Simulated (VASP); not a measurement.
Write the native input for VASP 6.6.1 that does the following.

- Task: single point
- Functional: PBE
- Potentials or basis: VASP PAW PBE potentials, release 64 (Be, Li_sv)
- Cutoff: 520 eV
- k mesh: 2 × 3 × 2
- Occupations: fermi-dirac, width 0.1 eV
- Spin: no spin polarisation
- Dipole correction: no
- Further INCAR settings: LREAL = Auto; ALGO = Normal; EDIFF = 1e-06; NBANDS = 32

The structure of LiBe16 (a cell with a defect) lies in POSCAR:

```
LiBe16
1.0
   -2.2900000000     -3.9663960000      0.0000000000
    3.4350000000     -1.9831980000      0.0000000000
    0.0000000000      0.0000000000      7.1768600000
Be Li
16 1
Direct
    0.8427398461      0.4180419935     -0.0149508281
    0.6578538528      0.8778705453     -0.0742385946
    0.7714712130      0.4192923080      0.4810738958
    0.4481800921      0.2637357819      0.8311155575
    0.4217783777      0.0542860218      0.0942334113
    0.3033664812      0.7287363150      0.2849017537
    0.5455385308     -0.0764532066      0.4818820487
    0.3106981713      0.7960112990      0.7242861084
    0.3745474132      0.5402368490      0.0452704943
    0.0054583985      0.2595050167      0.2356740970
    0.3072069612      0.3964785855      0.5569845308
   -0.1384692092      0.0873960731      0.7529616016
    0.0518237152     -0.0637623558     -0.0329113289
    0.5008474329      1.3303466147      0.2923562672
    0.0667555659     -0.0683638294      0.5003023606
    0.7381549769      0.5737627066      0.7293300970
   -0.2185652056      0.8004325121      0.2401328715
```

The cell was built by a generator and needn't be a form met in nature.

These files were run (other wordings do the same):

INCAR

```
SYSTEM = LiBe16
ALGO = Normal ; EDIFF = 1E-6
ENCUT = 520 ; GGA = PE
ISIF = 2 ; ISMEAR = -1
LASPH = .TRUE. ; LCHARG = .TRUE.
LELF = .TRUE. ; LREAL = Auto
LVHAR = .TRUE. ; LWAVE = .FALSE.
NBANDS = 32 ; NELM = 100
PREC = Accurate ; SIGMA = 0.1
```

KPOINTS

```
k-points
0
G
  2 3 2
  0 0 0
```

Potentials or basis: VASP PAW PBE potentials, release 64 (Be, Li_sv).

The run is started by

```console
$ cat potpaw_PBE.64/Be/POTCAR potpaw_PBE.64/Li_sv/POTCAR > POTCAR
$ mpirun -np 1 vasp_std > vasp.out
```

It gave:

The largest force is 4.212 eV/Å. The band gap on the k mesh is none (metal or under the smearing width).

Caveat: the k mesh is coarse (spacing up to 0.69 Å⁻¹), so the values aren't converged.

It took 49 s on 1 thread of Intel(R) Xeon(R) Platinum 8259CL CPU @ 2.50GHz (Skylake/Cascade Lake) (shared host), peak memory 0.24 GiB.
